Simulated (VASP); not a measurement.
Input of a VASP 6.6.1 run:

The input INCAR:

```
SYSTEM = Y2CF2
PREC = Accurate
ENCUT = 600
EDIFF = 1E-6
ISMEAR = 0
SIGMA = 0.03
LREAL = .False.
LASPH = .True.
NELM = 80
ALGO = Normal
ISIF = 3
LWAVE = .False.
LCHARG = .False.
GGA = PE
IVDW = 12
IBRION = 2
NSW = 90
EDIFFG = -0.01
```

Contents of KPOINTS:

```
Automatic mesh
0
Gamma
  9 9 4
  0 0 0
```

Contents of POSCAR:

```
Y2CF2
1.0
    3.6651000000      0.0000000000      0.0000000000
   -1.8325500000      3.1740697100      0.0000000000
    0.0000000000      0.0000000000      6.2969700000
Y C F
2 1 2
Direct
    0.3333333300      0.6666666700      0.2145000000
    0.6666666700      0.3333333300      0.7855000000
    0.0000000000      0.0000000000      0.0000000000
    0.3333333300      0.6666666700      0.6031000000
    0.6666666700      0.3333333300      0.3969000000
```

Potentials or basis: VASP PAW PBE potentials, release 64 (Y_sv, C, F).

Command:

```sh
$ cat potpaw_PBE.64/Y_sv/POTCAR potpaw_PBE.64/C/POTCAR potpaw_PBE.64/F/POTCAR > POTCAR
$ mpirun -np 1 vasp_std > vasp.out
```

(1) Estimate the space group after relaxing (to 0.05 Å).

(2) Estimate the band gap on the k mesh.

(3) What does it give for the relaxed cell?

(4) Estimate the dispersion energy per atom.

Results:

(1) P-3m1 (No. 164).

(2) 1.18 eV, indirect (least direct gap 1.32 eV).

(3) a = 3.638 Å, b = 3.638 Å, c = 6.384 Å, α = 90.00°, β = 90.00°, γ = 120.00°.

(4) -0.221 eV.

Caveat: an odd mesh through Γ misses points on the zone boundary, where band edges often lie.
